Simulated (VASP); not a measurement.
```
RuB
1.0
    0.00000     2.27651     2.27651
    2.27651     0.00000     2.27651
    2.27651     2.27651     0.00000
B Ru
1 1
Direct
  0.00000   0.00000   0.00000
  0.50000   0.50000   0.50000
```

The base run (VASP): PBE GGA, plane waves, VASP's PBE PAW potentials (set 64). Numerical set-up: 520 eV cut-off, 12×12×12 Γ-centred mesh, first-order Methfessel-Paxton smearing of 0.10 eV, potentials B Ru_pv.

One setting is varied; ΔE counts from the base run. The base run took about 6 core-seconds. Costs are core time on shared hosts, one run each; read them as rough ratios.

Pressures at a finite cut-off, here 520 eV, hold a Pulay part, which wasn't tested here.

```json
[
 {"setting": "KPOINTS 2×2×2 Monkhorst-Pack mesh", "cost over the base run": "about 1/3", "electronic steps": "13", "ΔE (meV/atom)": "76.2", "pressure (GPa)": "-23.65"},
 {"setting": "KPOINTS 7×7×7 Monkhorst-Pack mesh", "cost over the base run": "within a factor of 2", "electronic steps": "14", "ΔE (meV/atom)": "0.8", "pressure (GPa)": "-25.37"},
 {"setting": "KPOINTS 9×9×9 Monkhorst-Pack mesh", "cost over the base run": "within a factor of 2", "electronic steps": "12", "ΔE (meV/atom)": "1.0", "pressure (GPa)": "-25.23"},
 {"setting": "KPOINTS 11×11×11 Monkhorst-Pack mesh", "cost over the base run": "within a factor of 2", "electronic steps": "14", "ΔE (meV/atom)": "-0.6", "pressure (GPa)": "-25.50"},
 {"setting": "base run", "cost over the base run": "reference", "electronic steps": "12", "ΔE (meV/atom)": "0.0", "pressure (GPa)": "-25.57"}
]
```

Left out are runs that failed, have no time on record or changed the cell.

The structure was generated: BRu was put into the rocksalt type (Fm-3m), which need not be its known phase. The cell was not relaxed at this level.
